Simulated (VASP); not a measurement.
The system is TaAs.

```
Ta As
1.0
    -1.72181    1.72181    5.86794
     1.72181   -1.72181    5.86794
     1.72181    1.72181   -5.86794
Ta As
2 2
Direct
  0.49997 0.99997 0.50000
  0.74997 0.74997 0.00000
  0.08263 0.58263 0.50000
  0.33263 0.33263 0.00000
```

The cell is a database's computed one.

| Item | Value |
| --- | --- |
| Program | VASP 6.6.1 |
| Task | relaxation of cell and atoms |
| Functional | LDA |
| Potentials or basis | VASP PAW LDA potentials, release 64 (Ta_pv, As) |
| Cutoff | 600 eV |
| k mesh | 16 × 16 × 16 |
| Occupations | methfessel-paxton, width 0.1 eV |
| Spin | no spin polarisation |

At the start: pressure -6.6 GPa; volume 17.40 Å³/atom.

Problem. How do energy, volume and symmetry change on relaxing?

Solution. Over 11 steps the energy falls by 13.3 meV/atom and the volume is 16.78 Å³/atom (-3.6 %); space group I4_1md (No. 109, to 0.05 Å).

The path:
| step | energy change (eV) | largest force (eV/Å) | pressure (GPa) | volume (Å³) |
| --- | --- | --- | --- | --- |
| 1 | 0.0000 | 0.0196 | -6.59 | 69.59 |
| 2 | 0.1670 | 0.0664 | 16.44 | 62.62 |
| 3 | -0.0514 | 0.0332 | -0.16 | 67.22 |
| 4 | -0.0514 | 0.0335 | -0.04 | 67.17 |
| 5 | -0.0514 | 0.0338 | 0.11 | 67.12 |
| 6 | -0.0527 | 0.0382 | 0.14 | 67.08 |
| 7 | -0.0529 | 0.0403 | 0.15 | 67.07 |
| 8 | -0.0529 | 0.0111 | -0.28 | 67.20 |
| 9 | -0.0530 | 0.0106 | -0.11 | 67.15 |
| 10 | -0.0530 | 0.0127 | 0.09 | 67.08 |
| 11 | -0.0530 | 0.0001 | 0.01 | 67.11 |

Final structure:
```xyz
4
Lattice="-1.7058 1.7058 5.7661 1.7058 -1.7058 5.7661 1.7058 1.7058 -5.7661" Properties=species:S:1:pos:R:3 pbc="T T T"
Ta    0.0000    1.7058    0.0037
Ta    0.0000    0.0000    8.6529
As    1.7058    0.0000    0.9489
As    0.0000    0.0000    3.8320
```
